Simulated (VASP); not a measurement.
# Al3Si2F (Imm2) in VASP: density of states with PBE

Aim: the density of states of Al3Si2F with PBE.

Everything below comes from runs of VASP 6.6.1. Logs are shortened: lines on timing, memory, paths and dates and some standing lists are left out, and cuts for length are marked.

### Step 1. The structure

The structure is orthorhombic, space group Imm2 (No. 44). The conventional cell has a = 4.501 Å, b = 11.754 Å, c = 4.019 Å, α = 90.00°, β = 90.00°, γ = 90.00°. Al (site symmetry m) has 1 F at 2.13 Å as nearest neighbours. Around Al (site symmetry mm2) lie 2 F at 2.26 Å and 2 Si at 2.52 Å. Si (site symmetry m) has 5 Al at 2.50 to 2.66 Å as nearest neighbours. F (site symmetry mm2) has 4 Al at 2.13 to 2.26 Å as nearest neighbours.

The cell was built by a generator and needn't be a form met in nature.

### Step 2. Density of states, PBE

File POSCAR:

```
Al3Si2F                                 
1.0
   -2.2505907702      5.8772103907      2.0094177423
    2.2505907702     -5.8772103907      2.0094177423
    2.2505907702      5.8772103907     -2.0094177423
  Al              Si              F             
     3     2     1
Direct
     0.6327115271102378    0.7973637790449061    0.8353477480653246
     0.9620160309795817    0.7973637790449061    0.1646522519346755
     0.0590683771972981    0.5590683771972981    0.5000000000000000
     0.3984935775589563    0.0374083463907647    0.3610852311681986
     0.6763231252225670    0.0374083463907647    0.6389147688318014
     0.0214909719313486    0.0214909719313486    1.0000000000000000
```

File INCAR.step1:

```
PREC = Accurate ; ENCUT = 520
EDIFF = 1E-6 ; ISMEAR = 0
SIGMA = 0.1 ; LREAL = F
LASPH = T ; NELM = 60
ALGO = Normal ; ISIF = 2
LWAVE = F ; LCHARG = T
GGA = PE ; NBANDS = 21
KPAR = 8
```

File KPOINTS.step1:

```
regular mesh
0
Gamma
  10 10 10
```

File INCAR.step2:

```
PREC = Accurate ; ENCUT = 520
EDIFF = 1E-6 ; ISMEAR = -5
SIGMA = 0.1 ; LREAL = F
LASPH = T ; NELM = 60
ALGO = Normal ; ISIF = 2
LWAVE = F ; LCHARG = F
GGA = PE ; LORBIT = 11
NBANDS = 21 ; KPAR = 8
NEDOS = 2001 ; ICHARG = 11
```

File KPOINTS.step2:

```
regular mesh
0
Gamma
  15 15 15
```

Potentials or basis: VASP PAW PBE potentials, release 64 (Al, Si, F).

Launch:

```
$ cat potpaw_PBE.64/Al/POTCAR potpaw_PBE.64/Si/POTCAR potpaw_PBE.64/F/POTCAR > POTCAR
$ cp INCAR.step1 INCAR
$ cp KPOINTS.step1 KPOINTS
$ mpirun -np 8 vasp_std > vasp.out
$ cp INCAR.step2 INCAR
$ cp KPOINTS.step2 KPOINTS
$ mpirun -np 8 vasp_std > vasp.out
```

OUTCAR:

```text
PREC = Accurate
   ENCUT = 520
   EDIFF = 1E-6
   ISMEAR = -5
   LREAL = F
   LASPH = T
   NELM = 60
   ISIF = 2
   GGA = PE
   LORBIT = 11
   ICHARG = 11

 ion  position               nearest neighbor table
   1  0.633  0.797  0.835-   6 2.13   4 2.50   4 2.50   5 2.50   3 3.15   3 3.15
   2  0.962  0.797  0.165-   6 2.13   5 2.50   5 2.50   4 2.50   3 3.15   3 3.15
   3  0.059  0.559  0.500-   6 2.26   6 2.26   4 2.52   5 2.52   4 2.66   5 2.66   1 3.15   1 3.15
                             2 3.15   2 3.15
   4  0.398  0.037  0.361-   1 2.50   1 2.50   2 2.50   3 2.52   3 2.66
   5  0.676  0.037  0.639-   2 2.50   2 2.50   1 2.50   3 2.52   3 2.66
   6  0.021  0.021  0.000-   1 2.13   2 2.13   3 2.26   3 2.26

  LATTYP: Found a body centered orthorhombic cell.
 ALAT       =     4.0188354846
 B/A-ratio  =     1.1200213489
 C/A-ratio  =     2.9248325358

  Lattice vectors:

 A1 = (   2.2505907702,  -5.8772103907,   2.0094177423)
 A2 = (  -2.2505907702,  -5.8772103907,  -2.0094177423)
 A3 = (   2.2505907702,   5.8772103907,  -2.0094177423)

Analysis of symmetry for initial positions (statically):
=====================================================================
 Subroutine PRICEL returns:
 Original cell was already a primitive cell.

 Routine SETGRP: Setting up the symmetry group for a
 body centered orthorhombic supercell.

 Subroutine GETGRP returns: Found  4 space group operations
 (whereof  4 operations were pure point group operations)
 out of a pool of  8 trial point group operations.

The static configuration has the point symmetry C_2v.

Analysis of symmetry for dynamics (positions and initial velocities):
=====================================================================
 Subroutine PRICEL returns:
 Original cell was already a primitive cell.

 Routine SETGRP: Setting up the symmetry group for a
 body centered orthorhombic supercell.

 Subroutine GETGRP returns: Found  4 space group operations
 (whereof  4 operations were pure point group operations)
 out of a pool of  8 trial point group operations.

The dynamic configuration has the point symmetry C_2v.

 Subroutine INISYM returns: Found  4 space group operations
 (whereof  4 operations are pure point group operations),
 and found     1 'primitive' translations

----------------------------------------------------------------------------------------

                                     Primitive cell

  volume of cell :     106.3158

  direct lattice vectors                    reciprocal lattice vectors
    -2.250590770  5.877210391  2.009417742     0.000000000  0.085074375  0.248828300
     2.250590770 -5.877210391  2.009417742     0.222163890  0.000000000  0.248828300
     2.250590770  5.877210391 -2.009417742     0.222163890  0.085074375  0.000000000

  length of vectors
     6.606399962  6.606399962  6.606399962     0.262969907  0.333575054  0.237895866

  position of ions in fractional coordinates (direct lattice)
     0.632711527  0.797363779  0.835347748
     0.962016031  0.797363779  0.164652252
     0.059068377  0.559068377  0.500000000
     0.398493578  0.037408346  0.361085231
     0.676323125  0.037408346  0.638914769
     0.021490972  0.021490972  0.000000000

  ion indices of the primitive-cell ions
   primitive index   ion index
                 1           1
                 2           2
                 3           3
                 4           4
                 5           5
                 6           6

----------------------------------------------------------------------------------------

 KPOINTS: regular mesh

Automatic generation of k-mesh.
 Grid dimensions read from file:
 generate k-points for:   15   15   15

 Generating k-lattice:

  Cartesian coordinates                     Fractional coordinates (reciprocal lattice)
     0.000000000  0.005671625  0.016588553     0.066666667  0.000000000 -0.000000000
     0.014810926  0.000000000  0.016588553     0.000000000  0.066666667 -0.000000000
     0.014810926  0.005671625  0.000000000     0.000000000  0.000000000  0.066666667

  Length of vectors
     0.017531327  0.022238337  0.015859724

  Shift w.r.t. Gamma in fractional coordinates (k-lattice)
     0.000000000  0.000000000  0.000000000

 TETIRR: Found   8492 inequivalent tetrahedra from    20250

 Subroutine IBZKPT returns following result:
 ===========================================

 Found    512 irreducible k-points:

 Following reciprocal coordinates:
            Coordinates               Weight
  0.000000  0.000000  0.000000      1.000000
  0.066667  0.000000 -0.000000      4.000000
  0.133333  0.000000  0.000000      4.000000
  0.200000  0.000000 -0.000000      4.000000
  0.266667  0.000000  0.000000      4.000000
  0.333333  0.000000  0.000000      4.000000
[... 16 lines left out ...]
 -0.066667  0.066667  0.000000      4.000000
  0.000000  0.133333 -0.000000      4.000000
 [... further k-points ...]
   k-points           NKPTS =    512   k-points in BZ     NKDIM =    512   number of bands    NBANDS=     21
   number of dos      NEDOS =   2001   number of ions     NIONS =      6
   total plane-waves  NPLWV = 125000
   dimension x,y,z NGX =    50 NGY =   50 NGZ =   50
   dimension x,y,z NGXF=   100 NGYF=  100 NGZF=  100
   ions per type =               3   2   1
   NGX,Y,Z   is equivalent  to a cutoff of  12.58, 12.58, 12.58 a.u.
   NGXF,Y,Z  is equivalent  to a cutoff of  25.16, 25.16, 25.16 a.u.
 SYSTEM =  unknown system
   PREC   = accura    normal or accurate (medium, high low for compatibility)
   ISTART =      0    job   : 0-new  1-cont  2-samecut
   ICHARG =     11    charge: 1-file 2-atom 10-const
   ISPIN  =      1    spin polarized calculation?
   LNONCOLLINEAR =      F non collinear calculations
   LSORBIT =      F    spin-orbit coupling
   LASPH  =      T    aspherical Exc in radial PAW
   ENCUT  =  520.0 eV  38.22 Ry    6.18 a.u.  12.28 12.28 12.28*2*pi/ulx,y,z
   NELM   =     60;   NELMIN=  2; NELMDL=  0     # of ELM steps
   EDIFF  = 0.1E-05   stopping-criterion for ELM
   LREAL  =      F    real-space projection
   EDIFFG = 0.1E-04   stopping-criterion for IOM
   NSW    =      0    number of steps for IOM
   IBRION =     -1    ionic relax: 0-MD 1-quasi-New 2-CG
   NFREE  =      0    steps in history (QN), initial steepest desc. (CG)
   ISIF   =      2    stress and relaxation
   ISYM   =      2    0-nonsym 1-usesym 2-fastsym
   POTIM  = 0.5000    time-step for ionic-motion
   TEBEG  =    0.0;   TEEND  =   0.0 temperature during run
   PSTRESS=    0.0 pullay stress
   NELECT =      24.0000    total number of electrons
   NUPDOWN=      -1.0000    fix difference up-down
   EMIN   =  10.00;   EMAX   =-10.00  energy-range for DOS
   EFERMI =   0.00;   METHOD = LEGACY
   ISMEAR =    -5;   SIGMA  =   0.10  broadening in eV -4-tet -1-fermi 0-gaus
   EFERMI_NEDOS =   21; number of points for ismear=-14 and -15
   IALGO  =     38    algorithm
   IMIX   =      4    mixing-type and parameters
     AMIX     =   0.40;   BMIX     =  1.00
     AMIX_MAG =   1.60;   BMIX_MAG =  1.00
  volume/ion in A,a.u.               =      17.72       119.58
  Fermi-wavevector in a.u.,A,eV,Ry     =   0.996810  1.883699 13.519171  0.993631
  Thomas-Fermi vector in A             =   2.128924
   LORBIT       =     11    0 simple, 1 ext, 2 COOP (PROOUT), +10 PAW based schemes
   GGA     = PE    functional components
   LHFCALC =     F    Hartree Fock is set to
   AEXX    =    0.0000 exact exchange contribution
   IVDW    =     0    specifies the selected vdW correction
   LEPSILON=     F    determine dielectric tensor
   LRPA    =     F    only Hartree local field effects (RPA)
 non-spin polarized calculation
 Fermi weights with tetrahedron method with Bloechl corrections
  energy-cutoff  :      520.00
  volume of cell :      106.32
 maximum number of plane-waves:      2898
 NGX is ok and might be reduce to    50

 number of electron      24.0000004 magnetization

 Free energy of the ion-electron system (eV)
  ---------------------------------------------------
  ext. energy  EPLUGINS =         0.00000000
  ---------------------------------------------------
  free energy    TOTEN  =       -26.23677598 eV

  energy without entropy =      -26.23677598  energy(sigma->0) =      -26.23677598

 E-fermi :   6.1066     XC(G=0):  -9.5812

 val. band max:        6.1532807413   @ k =  -0.4667   0.4667   0.0000
 cond. band min:       6.0385911905   @ k =   0.4667  -0.1333   0.1333
 fundamental gap:     -0.1146895507
 Fermi energy:         6.1065558872

 k-point     1 :       0.0000    0.0000    0.0000
  band No.  band energies     occupation
      1     -19.8675      2.00000
      2      -4.3888      2.00000
      3      -2.9496      2.00000
      4      -2.1934      2.00000
      5      -1.0910      2.00000
      6      -0.6774      2.00000
[... 13 lines left out ...]
     20      11.9517      0.00000
     21      12.0605      0.00000

 k-point     2 :       0.0667    0.0000   -0.0000
  band No.  band energies     occupation
      1     -19.8671      2.00000
      2      -4.3568      2.00000
      3      -2.9351      2.00000
      4      -2.1894      2.00000
      5      -1.1044      2.00000
      6      -0.7113      2.00000
[... 13 lines left out ...]
     20      11.8803      0.00000
     21      11.9699      0.00000
[... 487 lines left out ...]
      5      -1.0885      2.00000
      6      -0.7362      2.00000
[... 13 lines left out ...]
     20      11.9206      0.00000
     21      12.0748      0.00000

 k-point    24 :       0.0000    0.1333   -0.0000
  band No.  band energies     occupation
      1     -19.8642      2.00000
      2      -4.2350      2.00000
      3      -2.8316      2.00000
      4      -2.1967      2.00000
      5      -1.1213      2.00000
      6      -0.8237      2.00000
[... 13 lines left out ...]
     20      11.6777      0.00000
     21      11.6920      0.00000

 [... further k-points ...]
[... 5 lines left out ...]
  --------------------------------------------------------------------------------------
  -------------------------------------------------------------------------------------
  Total        0.0527636     -0.0607154      0.0060004      0.0000000      0.0000000      0.0000000
  in kB        0.7951458     -0.9149793      0.0904264      0.0000000      0.0000000      0.0000000
  external PRESSURE =      -0.0098024 kB  Pullay stress =       0.0000000 kB

 VOLUME and BASIS-vectors are now :
 -----------------------------------------------------------------------------
  energy-cutoff  :      520.00
  volume of cell :      106.32
      direct lattice vectors                 reciprocal lattice vectors
    -2.250590770  5.877210391  2.009417742     0.000000000  0.085074375  0.248828300
     2.250590770 -5.877210391  2.009417742     0.222163890  0.000000000  0.248828300
     2.250590770  5.877210391 -2.009417742     0.222163890  0.085074375  0.000000000

 POSITION                                       TOTAL-FORCE (eV/Angst)
 -----------------------------------------------------------------------------------
      2.25059      3.94182      1.19506        -0.000000     -0.007498     -0.002632
     -0.00000      1.93539      3.20447        -0.000000      0.007498     -0.002632
      2.25059      0.00000      0.23739         0.000000      0.000000      0.011644
      0.00000      4.24435      0.15034        -0.000000     -0.007960     -0.002544
     -0.00000      7.51007      0.15034         0.000000      0.007960     -0.002544
      0.00000      0.00000      0.08637        -0.000000     -0.000000     -0.001291
 -----------------------------------------------------------------------------------
    total drift:                               -0.000002      0.000011     -0.000766

  FREE ENERGIE OF THE ION-ELECTRON SYSTEM (eV)
  ---------------------------------------------------
  free  energy   TOTEN  =       -26.2367759772 eV

  energy  without entropy=      -26.2367759772  energy(sigma->0) =      -26.23677598

 total charge

# of ion       s       p       d       tot
------------------------------------------
    1        0.444   0.302   0.000   0.746
    2        0.444   0.302   0.000   0.746
    3        0.412   0.314   0.000   0.726
    4        0.780   0.914   0.000   1.694
    5        0.780   0.914   0.000   1.694
    6        1.751   4.334   0.000   6.084
--------------------------------------------------
tot          4.611   7.081   0.000  11.692
```

It took 2.3 min on 8 MPI ranks of Intel Xeon 6975P-C (Granite Rapids), shared host; peak memory 1.1 GiB.

What came out:

| Item | Value |
| --- | --- |
| Valence electrons inside the program's atomic spheres | Al 0.75, 0.73; Si 1.69; F 6.08 |

Levels at points of the mesh, in eV from the Fermi level:
```tsv
k point	band 10	band 11	band 12	band 13	band 14	band 15
(0.00, 0.00, 0.00)	-1.40	-1.10	-0.44	0.45	0.56	1.21
```

States per cell in windows of 1 eV (zero at the Fermi level; states under -8 eV left out):
```csv
from (eV),total,F6_p,Si4_p,Si5_p,Al1_p,Al2_p,Al3_p
-8.0,3.87,1.62,0.01,0.01,0.03,0.03,0.02
-7.0,0.40,0.18,0.00,0.00,0.00,0.00,0.00
-6.0,1.22,0.11,0.06,0.06,0.01,0.01,0.01
-5.0,2.08,0.15,0.12,0.12,0.02,0.02,0.03
-4.0,2.04,0.13,0.13,0.13,0.04,0.04,0.04
-3.0,2.67,0.10,0.22,0.22,0.07,0.07,0.07
-2.0,2.30,0.06,0.21,0.21,0.06,0.06,0.06
-1.0,1.61,0.02,0.14,0.14,0.04,0.04,0.04
0.0,1.60,0.03,0.07,0.07,0.05,0.05,0.04
1.0,2.38,0.06,0.07,0.07,0.09,0.09,0.06
2.0,2.95,0.09,0.09,0.09,0.10,0.10,0.08
3.0,3.10,0.08,0.10,0.10,0.09,0.09,0.10
4.0,2.93,0.08,0.10,0.10,0.09,0.09,0.12
5.0,3.38,0.08,0.12,0.12,0.11,0.11,0.13
6.0,1.38,0.03,0.06,0.06,0.05,0.05,0.05
7.0,0.30,0.00,0.01,0.01,0.01,0.01,0.01
```

Caveat: tetrahedron occupations give inexact forces and stress in metals.
